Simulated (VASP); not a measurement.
Output of a VASP run:

File OUTCAR:
```
 ion  position               nearest neighbor table
   1  0.500  0.000  0.000-   2 2.37  30 2.37  46 2.37  62 2.37
   2  0.625  0.125  0.125-   1 2.37   3 2.37   5 2.37  17 2.39
   3  0.750  0.250  0.000-   2 2.37   4 2.37  26 2.37  48 2.37
   4  0.875  0.375  0.125-   3 2.37  19 2.37  27 2.37  31 2.37
   5  0.750  0.000  0.250-   2 2.37   6 2.37  14 2.37  36 2.37
   6  0.875  0.125  0.375-   5 2.37  23 2.37  31 2.37  37 2.37
   7  0.000  0.000  0.000-   8 2.37  14 2.37  26 2.37  64 2.37
   8  0.125  0.125  0.125-   7 2.37   9 2.37  15 2.37  31 2.37
   9  0.250  0.250  0.000-  10 2.37   8 2.37  46 2.37  58 2.37
  10  0.378  0.375  0.122-  11 2.33  17 2.37   9 2.37  33 2.41
  11  0.500  0.500  0.000-  10 2.33  12 2.37  48 2.37  60 2.37
  12  0.625  0.625  0.125-  11 2.37  13 2.37  19 2.37  35 2.37
  13  0.750  0.750  0.000-  12 2.37  14 2.37  50 2.37  62 2.37
  14  0.875  0.875  0.125-   5 2.37   7 2.37  13 2.37  51 2.37
  15  0.250  0.000  0.250-   8 2.37  30 2.37  52 2.37  16 2.39
  16  0.378  0.126  0.375-  21 2.36  17 2.37  39 2.38  15 2.39
  17  0.502  0.255  0.251-  18 2.28  65 2.36  10 2.37  16 2.37   2 2.39
  18  0.621  0.372  0.376-  17 2.28  41 2.35  23 2.37  19 2.43
  19  0.750  0.500  0.250-   4 2.37  12 2.37  20 2.37  18 2.43
  20  0.875  0.625  0.375-  19 2.37  43 2.37  51 2.37  53 2.37
  21  0.500  0.000  0.500-  16 2.36  22 2.37  36 2.37  56 2.37
  22  0.625  0.125  0.625-  21 2.37  23 2.37  25 2.37  47 2.37
  23  0.750  0.250  0.500-  18 2.37   6 2.37  22 2.37  24 2.37
  24  0.875  0.375  0.625-  23 2.37  49 2.37  53 2.37  57 2.37
  25  0.750  0.000  0.750-  22 2.37  26 2.37  44 2.37  62 2.37
  26  0.875  0.125  0.875-   3 2.37   7 2.37  25 2.37  57 2.37
  27  0.000  0.500  0.000-   4 2.37  28 2.37  50 2.37  58 2.37
  28  0.125  0.625  0.125-  33 2.37  29 2.37  27 2.37  51 2.37
  29  0.250  0.750  0.000-  28 2.37  30 2.37  60 2.37  64 2.37
  30  0.375  0.875  0.125-   1 2.37  15 2.37  29 2.37  35 2.37
  31  0.000  0.250  0.250-   4 2.37   6 2.37   8 2.37  32 2.37
  32  0.126  0.375  0.375-  39 2.35  33 2.36  53 2.37  31 2.37
  33  0.250  0.500  0.251-  34 2.30  32 2.36  28 2.37  65 2.38  10 2.41
  34  0.371  0.622  0.373-  33 2.30  41 2.35  55 2.37  35 2.40
  35  0.500  0.750  0.250-  12 2.37  30 2.37  36 2.37  34 2.40
  36  0.625  0.875  0.375-   5 2.37  21 2.37  35 2.37  43 2.37
  37  0.000  0.000  0.500-   6 2.37  38 2.37  44 2.37  52 2.37
  38  0.125  0.125  0.625-  39 2.33  37 2.37  45 2.37  57 2.37
  39  0.246  0.246  0.498-  38 2.33  32 2.35  65 2.37  16 2.38  40 2.40
  40  0.378  0.370  0.622-  47 2.34  41 2.37  39 2.40  59 2.44
  41  0.498  0.500  0.496-  65 2.34  18 2.35  34 2.35  40 2.37  42 2.40
  42  0.625  0.625  0.625-  43 2.37  49 2.37  61 2.37  41 2.40
  43  0.750  0.750  0.500-  20 2.37  36 2.37  42 2.37  44 2.37
  44  0.875  0.875  0.625-  25 2.37  37 2.37  43 2.37  63 2.37
  45  0.250  0.000  0.750-  38 2.37  46 2.37  56 2.37  64 2.37
  46  0.375  0.125  0.875-   1 2.37   9 2.37  45 2.37  47 2.37
  47  0.500  0.250  0.750-  40 2.34  22 2.37  46 2.37  48 2.37
  48  0.625  0.375  0.875-   3 2.37  11 2.37  47 2.37  49 2.37
  49  0.750  0.500  0.750-  24 2.37  42 2.37  48 2.37  50 2.37
  50  0.875  0.625  0.875-  13 2.37  27 2.37  49 2.37  63 2.37
  51  0.000  0.750  0.250-  14 2.37  20 2.37  28 2.37  52 2.37
  52  0.125  0.875  0.375-  15 2.37  37 2.37  51 2.37  55 2.37
  53  0.000  0.500  0.500-  20 2.37  24 2.37  54 2.37  32 2.37
  54  0.125  0.625  0.625-  53 2.37  55 2.37  59 2.37  63 2.37
  55  0.250  0.750  0.500-  52 2.37  54 2.37  56 2.37  34 2.37
  56  0.375  0.875  0.625-  21 2.37  45 2.37  55 2.37  61 2.37
  57  0.000  0.250  0.750-  24 2.37  26 2.37  38 2.37  58 2.37
  58  0.125  0.375  0.875-   9 2.37  27 2.37  57 2.37  59 2.37
  59  0.250  0.500  0.750-  54 2.37  58 2.37  60 2.37  40 2.44
  60  0.375  0.625  0.875-  11 2.37  29 2.37  59 2.37  61 2.37
  61  0.500  0.750  0.750-  42 2.37  56 2.37  60 2.37  62 2.37
  62  0.625  0.875  0.875-   1 2.37  13 2.37  25 2.37  61 2.37
  63  0.000  0.750  0.750-  44 2.37  50 2.37  54 2.37  64 2.37
  64  0.125  0.875  0.875-   7 2.37  29 2.37  45 2.37  63 2.37
  65  0.373  0.373  0.377-  41 2.34  17 2.36  39 2.37  33 2.38
 Subroutine IBZKPT returns following result:
 Found      1 irreducible k-points:

 Following reciprocal coordinates:
            Coordinates               Weight
  0.000000  0.000000  0.000000      1.000000
   k-points           NKPTS =      1   k-points in BZ     NKDIM =      1   number of bands    NBANDS=    164
   number of dos      NEDOS =    301   number of ions     NIONS =     65
   total plane-waves  NPLWV = 157464
   dimension x,y,z NGX =    54 NGY =   54 NGZ =   54
   dimension x,y,z NGXF=   108 NGYF=  108 NGZF=  108
   ions per type =              64   1
   PREC   = normal    normal or accurate (medium, high low for compatibility)
   ISTART =      0    job   : 0-new  1-cont  2-samecut
...
```

**OSZICAR**
```
...
       N       E                     dE             d eps       ncg     rms          rms(c)
DAV:   1    -0.332315755119E+03   -0.55968E-03   -0.28516E-01   696   0.983E-01    0.176E-01
RMM:   2    -0.332316231161E+03   -0.47604E-03   -0.73919E-03   656   0.180E-01    0.725E-02
RMM:   3    -0.332316297187E+03   -0.66026E-04   -0.16666E-03   669   0.810E-02    0.364E-02
RMM:   4    -0.332316313047E+03   -0.15861E-04   -0.27667E-04   702   0.354E-02    0.211E-02
RMM:   5    -0.332316316825E+03   -0.37774E-05   -0.48734E-05   499   0.158E-02
  35 F= -.33231632E+03 E0= -.33230236E+03  d E =-.714433E-02  mag=     1.0000
       N       E                     dE             d eps       ncg     rms          rms(c)
DAV:   1    -0.332318661490E+03   -0.23484E-02   -0.52607E-01   656   0.136E+00    0.245E-01
RMM:   2    -0.332319498822E+03   -0.83733E-03   -0.14086E-02   656   0.252E-01    0.103E-01
RMM:   3    -0.332319611581E+03   -0.11276E-03   -0.32133E-03   667   0.115E-01    0.498E-02
RMM:   4    -0.332319646152E+03   -0.34572E-04   -0.56744E-04   701   0.506E-02    0.273E-02
RMM:   5    -0.332319654482E+03   -0.83296E-05   -0.98974E-05   633   0.228E-02
  36 F= -.33231965E+03 E0= -.33230476E+03  d E =-.333766E-02  mag=     1.0000
       N       E                     dE             d eps       ncg     rms          rms(c)
DAV:   1    -0.332319738837E+03   -0.92685E-04   -0.24026E-02   704   0.289E-01    0.514E-02
RMM:   2    -0.332319780952E+03   -0.42115E-04   -0.67553E-04   656   0.554E-02    0.220E-02
RMM:   3    -0.332319787799E+03   -0.68465E-05   -0.15935E-04   667   0.255E-02    0.119E-02
RMM:   4    -0.332319789402E+03   -0.16036E-05   -0.26095E-05   419   0.113E-02
  37 F= -.33231979E+03 E0= -.33230468E+03  d E =-.347258E-02  mag=     1.0000
       N       E                     dE             d eps       ncg     rms          rms(c)
DAV:   1    -0.332321471906E+03   -0.16841E-02   -0.22143E-01   656   0.912E-01    0.169E-01
RMM:   2    -0.332321858238E+03   -0.38633E-03   -0.63339E-03   656   0.175E-01    0.753E-02
RMM:   3    -0.332321909045E+03   -0.50807E-04   -0.14589E-03   669   0.807E-02    0.358E-02
RMM:   4    -0.332321925657E+03   -0.16613E-04   -0.26773E-04   695   0.362E-02    0.181E-02
RMM:   5    -0.332321930032E+03   -0.43741E-05   -0.46613E-05   514   0.161E-02
  38 F= -.33232193E+03 E0= -.33230586E+03  d E =-.214063E-02  mag=     1.0000
       N       E                     dE             d eps       ncg     rms          rms(c)
DAV:   1    -0.332322020092E+03   -0.94434E-04   -0.21792E-02   704   0.285E-01    0.524E-02
RMM:   2    -0.332322061343E+03   -0.41251E-04   -0.64328E-04   656   0.559E-02    0.235E-02
RMM:   3    -0.332322067474E+03   -0.61315E-05   -0.15293E-04   671   0.260E-02    0.119E-02
RMM:   4    -0.332322069042E+03   -0.15682E-05   -0.25102E-05   416   0.117E-02
  39 F= -.33232207E+03 E0= -.33230568E+03  d E =-.227964E-02  mag=     1.0000
       N       E                     dE             d eps       ncg     rms          rms(c)
DAV:   1    -0.332323227503E+03   -0.11600E-02   -0.17700E-01   656   0.824E-01    0.162E-01
RMM:   2    -0.332323646481E+03   -0.41898E-03   -0.58216E-03   656   0.171E-01    0.738E-02
RMM:   3    -0.332323694171E+03   -0.47690E-04   -0.13166E-03   668   0.796E-02    0.344E-02
RMM:   4    -0.332323713773E+03   -0.19602E-04   -0.25877E-04   699   0.362E-02    0.180E-02
RMM:   5    -0.332323718341E+03   -0.45680E-05   -0.42609E-05   500   0.159E-02
  40 F= -.33232372E+03 E0= -.33230644E+03  d E =-.164930E-02  mag=     1.0000
```

File OUTCAR:
```
------------------------ aborting loop because EDIFF is reached ----------------------------------------
  FORCE on cell =-STRESS in cart. coord.  units (eV):
  Direction    XX          YY          ZZ          XY          YZ          ZX
  --------------------------------------------------------------------------------------
  Total       24.1604358     22.8998819     22.6682410     -2.7148749     -2.2272871      2.6165106
  in kB       29.5877412     28.0440214     27.7603456     -3.3247337     -2.7276162      3.2042732
  external PRESSURE =      28.4640361 kB  Pullay stress =       0.0000000 kB
  volume of cell :     1308.29
      direct lattice vectors                 reciprocal lattice vectors
    10.937074700  0.000000000  0.000000000     0.091432127  0.000000000  0.000000000
     0.000000000 10.937074700  0.000000000     0.000000000  0.091432127  0.000000000
     0.000000000  0.000000000 10.937074700     0.000000000  0.000000000  0.091432127
 POSITION                                       TOTAL-FORCE (eV/Angst)
 -----------------------------------------------------------------------------------
      5.47241      0.00038     10.93434        -0.009092     -0.003431      0.006200
      6.82305      1.37935      1.36636        -0.003727      0.009052     -0.004951
      8.19420      2.73506     10.92658         0.008672     -0.001834      0.000287
      9.54845      4.12044      1.34387        -0.000437     -0.010666      0.006274
      8.18801      0.00771      2.73329        -0.008718     -0.000937      0.005487
      9.56802      1.36946      4.09820         0.013565     -0.001803      0.002568
     10.93436      0.01949     10.92954        -0.006150     -0.012477     -0.002108
      1.35402      1.39564      1.35885        -0.013388     -0.012785     -0.001843
      2.70984      2.75180     10.91077         0.003151      0.000156     -0.009231
      4.06608      4.12542      1.33375        -0.006475      0.008068     -0.000561
      5.44885      5.48017     10.92010         0.008675      0.010063     -0.019840
      6.80799      6.84483      1.35956         0.009274     -0.003018     -0.001509
      8.18372      8.20521     10.93173        -0.003616      0.001092     -0.011678
      9.55364      9.58539      1.35562         0.012408      0.000627     -0.001668
      2.72847      0.03504      2.73024         0.003767     -0.001796      0.006912
      4.16826      1.38652      4.16196        -0.004712      0.003990     -0.025008
      5.41016      2.80033      2.73525        -0.010012      0.004724      0.015076
      6.80769      4.05040      4.15034         0.002386     -0.015877      0.006313
      8.17195      5.47180      2.72681         0.013662      0.004079     -0.000078
      9.54719      6.85438      4.07819         0.001818      0.002739      0.005005
      5.48718     10.90407      5.48990        -0.000455      0.009488      0.013036
      6.82514      1.37186      6.83111        -0.007224     -0.002568     -0.001460
      8.20964      2.72022      5.47946        -0.000074     -0.003160     -0.003122
      9.56987      4.10167      6.82808         0.008501      0.006974      0.007774
      8.19671      0.00609      8.19567        -0.007530      0.000817     -0.004846
      9.57211      1.38010      9.55444        -0.003207     -0.008664      0.005199
     10.93103      5.47735     10.91526        -0.007051      0.003531     -0.003884
      1.35355      6.84833      1.35026         0.004707      0.002669     -0.004601
      2.71774      8.21837     10.91912        -0.000468     -0.008013     -0.000215
      4.08320      9.58864      1.35487         0.002705      0.007723     -0.010472
     10.90298      2.75308      2.71158         0.005509      0.004109     -0.006951
      1.30399      4.14552      4.05921         0.013608     -0.022725      0.004901
      2.71551      5.47834      2.72274         0.008769     -0.005946     -0.008005
      4.06131      6.87319      4.07109         0.010636      0.003602      0.004230
      5.44746      8.22455      2.71852        -0.003895      0.005955      0.000551
      6.83011      9.56339      4.09561         0.001696      0.000051      0.005250
      0.00419      0.01136      5.46072         0.003508     -0.009825     -0.004930
      1.38386      1.38455      6.80845        -0.011602     -0.007394      0.017740
      2.71929      2.81964      5.37536         0.006512      0.003178      0.012355
      4.16863      4.03536      6.80980        -0.002576      0.013145     -0.005634
      5.40452      5.46766      5.39276        -0.005465     -0.021444      0.001560
      6.82090      6.83029      6.81695         0.001551      0.003962      0.009449
      8.19105      8.20832      5.46163         0.006597      0.002267      0.005786
      9.56634      9.57922      6.82187        -0.007411     -0.010854      0.005248
      2.73238      0.00912      8.19064         0.001826     -0.014818     -0.000489
      4.09491      1.36065      9.58157         0.009963      0.012245     -0.005530
      5.48567      2.71049      8.23545         0.002612      0.000010     -0.008547
      6.82988      4.10295      9.57792         0.005935     -0.000051     -0.012348
      8.18686      5.46387      8.19220        -0.000967      0.007278     -0.001139
      9.55552      6.83895      9.55587        -0.005293      0.007030     -0.017751
     10.92420      8.21905      2.71563         0.006865     -0.001243      0.011268
      1.35192      9.59335      4.07866         0.000965     -0.000221      0.003030
     10.90390      5.49472      5.44913         0.000322     -0.005967      0.005590
      1.35316      6.84611      6.81086        -0.004831      0.006930      0.002126
      2.70674      8.22944      5.44834        -0.002260      0.002180      0.006011
      4.09656      9.55432      6.83914         0.004980      0.015036     -0.004056
...
```
(Selected blocks of OUTCAR.)

**POSCAR**
```
BSi64
1
   10.9370747000     0.0000000000     0.0000000000
    0.0000000000    10.9370747000     0.0000000000
   -0.0000000000    -0.0000000000    10.9370747000
Si B
64 1
Direct
  0.5000000000   0.0000000000   0.0000000000
  0.6250000000   0.1250000000   0.1250000000
  0.7500000000   0.2500000000   0.0000000000
  0.8750000000   0.3750000000   0.1250000000
  0.7500000000   0.0000000000   0.2500000000
  0.8750000000   0.1250000000   0.3750000000
  0.0000000000   0.0000000000   0.0000000000
  0.1250000000   0.1250000000   0.1250000000
  0.2500000000   0.2500000000   0.0000000000
  0.3775150000   0.3754490000   0.1218540000
  0.5000000000   0.5000000000   0.0000000000
  0.6250000000   0.6250000000   0.1250000000
  0.7500000000   0.7500000000   0.0000000000
  0.8750000000   0.8750000000   0.1250000000
  0.2500000000   0.0000000000   0.2500000000
  0.3781340000   0.1259710000   0.3745890000
  0.5018630000   0.2545270000   0.2512590000
  0.6205650000   0.3716820000   0.3763380000
  0.7500000000   0.5000000000   0.2500000000
  0.8750000000   0.6250000000   0.3750000000
  0.5000000000   0.0000000000   0.5000000000
  0.6250000000   0.1250000000   0.6250000000
  0.7500000000   0.2500000000   0.5000000000
  0.8750000000   0.3750000000   0.6250000000
  0.7500000000   0.0000000000   0.7500000000
  0.8750000000   0.1250000000   0.8750000000
  0.0000000000   0.5000000000   0.0000000000
  0.1250000000   0.6250000000   0.1250000000
  0.2500000000   0.7500000000   0.0000000000
  0.3750000000   0.8750000000   0.1250000000
  0.0000000000   0.2500000000   0.2500000000
  0.1256190000   0.3750990000   0.3750620000
  0.2496260000   0.5004030000   0.2507050000
  0.3707220000   0.6222230000   0.3728170000
  0.5000000000   0.7500000000   0.2500000000
  0.6250000000   0.8750000000   0.3750000000
  0.0000000000   0.0000000000   0.5000000000
  0.1250000000   0.1250000000   0.6250000000
  0.2456050000   0.2464220000   0.4976550000
  0.3782640000   0.3704940000   0.6215440000
  0.4980750000   0.5003670000   0.4964480000
  0.6250000000   0.6250000000   0.6250000000
  0.7500000000   0.7500000000   0.5000000000
  0.8750000000   0.8750000000   0.6250000000
  0.2500000000   0.0000000000   0.7500000000
  0.3750000000   0.1250000000   0.8750000000
  0.5000000000   0.2500000000   0.7500000000
  0.6250000000   0.3750000000   0.8750000000
  0.7500000000   0.5000000000   0.7500000000
  0.8750000000   0.6250000000   0.8750000000
  0.0000000000   0.7500000000   0.2500000000
  0.1250000000   0.8750000000   0.3750000000
  0.0000000000   0.5000000000   0.5000000000
  0.1250000000   0.6250000000   0.6250000000
  0.2500000000   0.7500000000   0.5000000000
  0.3750000000   0.8750000000   0.6250000000
  0.0000000000   0.2500000000   0.7500000000
  0.1250000000   0.3750000000   0.8750000000
  0.2500000000   0.5000000000   0.7500000000
  0.3750000000   0.6250000000   0.8750000000
  0.5000000000   0.7500000000   0.7500000000
  0.6250000000   0.8750000000   0.8750000000
  0.0000000000   0.7500000000   0.7500000000
  0.1250000000   0.8750000000   0.8750000000
  0.3729950000   0.3733400000   0.3774520000
```

**Question.** Write an INCAR and KPOINTS that could have produced this output.

**Answer.** One answer among several that fit: the input of the run itself, PBE GGA, plane waves, VASP's PBE PAW potentials (set 64).

### INCAR
```
ALGO = Fast
EDIFF = 1E-5
EDIFFG = -0.03
ENCUT = 400
GGA = PE
IBRION = 2
ISIF = 2
ISMEAR = 0
ISPIN = 2
ISYM = 0
LASPH = .True.
LCHARG = .False.
LORBIT = 10
LREAL = Auto
LWAVE = .False.
MAGMOM = 65*0.0154
NELECT = 261.0
NELM = 100
NELMIN = 4
NSW = 60
NUPDOWN = 1
PREC = Normal
SIGMA = 0.05
SYSTEM = BSi64
```

### KPOINTS
```
Automatic mesh
0
Gamma
1 1 1
0 0 0
```

POTCAR, in this order: Si B (PBE.64 set). Program: vasp_gam.

At this cut-off the stress carries a Pulay error, which pulls relaxed volumes low. The cell is charged, with a uniform compensating background. The supercell is sampled at Γ alone, which is coarse: total energies, pressure and levels can be off, energies of defects by several tenths of an eV.

The cell is a supercell with a defect, built from Si (diamond): B_i, charge -2.
